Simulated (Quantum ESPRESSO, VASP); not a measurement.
The input files of a VASP run:

File POSCAR:
```
BiSb
1
    2.2262950000     1.2853520000     3.9751500000
   -2.2262950000     1.2853520000     3.9751500000
    0.0000000000    -2.5707040000     3.9751500000
Sb Bi
1 1
Direct
  0.7503360000   0.7998820000   0.7750690000
  0.2496510000   0.2001050000   0.2249180000
```

### INCAR
```
# general
SYSTEM   =  BiSb
PREC     =  Accurate
ENCUT    =  300
LREAL    =  .FALSE.
LASPH    =  .TRUE.

# electronic loop
EDIFF    =  1E-6
NELM     =  100
ALGO     =  Normal
LMAXMIX  =  4

# smearing
ISMEAR   =  0
SIGMA    =  0.272

# ions
ISIF     =  2

# output
LWAVE    =  .FALSE.
LCHARG   =  .FALSE.
```

File KPOINTS:
```
Automatic mesh
0
Gamma
6 6 6
0 0 0
```

POTCAR, in this order: Sb Bi_d (LDA.64 set). Program: vasp_std.

### Question
Translate it to Quantum ESPRESSO.

### Answer
One input that does it (LDA (PZ), PSlibrary PAW (LDA) pseudopotentials):
```
&control
 calculation = 'scf',
 prefix = 'scf',
 outdir = './work',
 pseudo_dir = './',
 tprnfor = .true.,
 tstress = .true.,
/
&system
 ibrav = 0,
 nat = 2,
 ntyp = 2,
 ecutwfc = 50,
 ecutrho = 500,
 occupations = 'smearing',
 smearing = 'gaussian',
 degauss = 0.019992,
/
&electrons
 conv_thr = 1.0e-11,
 mixing_beta = 0.5,
/
ATOMIC_SPECIES
Sb   121.7600  Sb.pz-n-kjpaw_psl.1.0.0.UPF
Bi   208.9804  Bi.pz-dn-kjpaw_psl.1.0.0.UPF
CELL_PARAMETERS angstrom
   2.226295000     1.285352000     3.975150000
  -2.226295000     1.285352000     3.975150000
   0.000000000    -2.570704000     3.975150000
ATOMIC_POSITIONS crystal
Sb    0.750336000    0.799882000    0.775069000
Bi    0.249651000    0.200105000    0.224918000
K_POINTS automatic
6 6 6  0 0 0
```
The two runs describe the same crystal, functional and task. Each code takes its own potentials, basis and convergence tests.

VASP's LDA is the Perdew-Zunger fit; the other code's may be Perdew-Wang, which differs slightly.

The structure comes from a computed database's BiSb entry; how it stands against other phases isn't given here. The cell was not relaxed at this level, and it may have been scaled.
